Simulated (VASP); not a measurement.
Given:

```
CuCl
1.0
    0.00000     2.75391     2.75391
    2.75391     0.00000     2.75391
    2.75391     2.75391     0.00000
Cu Cl
1 1
Direct
  0.00000   0.00000   0.00000
  0.25000   0.25000   0.25000
```

Method: revPBE GGA, VASP's PBE PAW potentials (set 64) (plane waves; VASP). Numerical set-up: 520 eV cut-off, 9×9×9 Γ-centred mesh, tetrahedra with Blöchl corrections, potentials Cu Cl.

Q: Tabulate the total density of states (states/eV per cell) against energy (eV; zero at the valence-band maximum or, without a gap, the Fermi level).

A: 
```
E (eV)  DOS (states/eV)
------  ---------------
-9.94              0.00
-9.82              0.00
-9.58              0.00
-9.46              0.00
-9.22              0.00
-9.10              0.00
-8.86              0.00
-8.74              0.00
-8.50              0.00
-8.38              0.00
-8.14              0.00
-8.02              0.00
-7.78              0.00
-7.66              0.00
-7.42              0.00
-7.30              0.00
-7.18              0.00
-6.94              0.00
-6.82              0.00
-6.58              0.00
-6.46              0.00
-6.22              1.29
-6.10              3.88
-5.86              2.42
-5.74              0.91
-5.50              0.83
-5.38              2.43
-5.14              2.83
-5.02              3.38
-4.78              13.5
-4.66              1.31
-4.42              0.00
-4.30              0.00
-4.18              0.00
-3.94              0.00
-3.82              0.00
-3.58              0.00
-3.46              0.00
-3.22              0.00
-3.10              0.00
-2.86              0.00
-2.74              0.00
-2.50              0.00
-2.38              0.00
-2.14              0.00
-2.02              0.00
-1.78              0.00
-1.66              0.00
-1.54              0.01
-1.30              16.0
-1.18              11.5
-0.94              5.47
-0.82              6.80
-0.58              7.54
-0.46              5.28
-0.22              1.99
-0.10              0.95
0.14               0.00
0.26               0.00
0.50               0.00
0.62               0.00
0.86               0.02
0.98               0.03
1.22               0.06
1.34               0.07
1.46               0.09
1.70               0.12
1.82               0.14
2.06               0.18
2.18               0.20
2.42               0.26
2.54               0.29
2.78               0.41
2.90               0.52
3.14               0.75
3.26               0.74
3.50               0.83
3.62               0.94
3.86               1.21
3.98               1.21
```
Within 2 eV below the valence-band maximum the largest weight inside VASP's projection spheres is Cu d.

The compound is CuCl in the zinc blende structure. It was relaxed first, which changed the volume by +6 %.
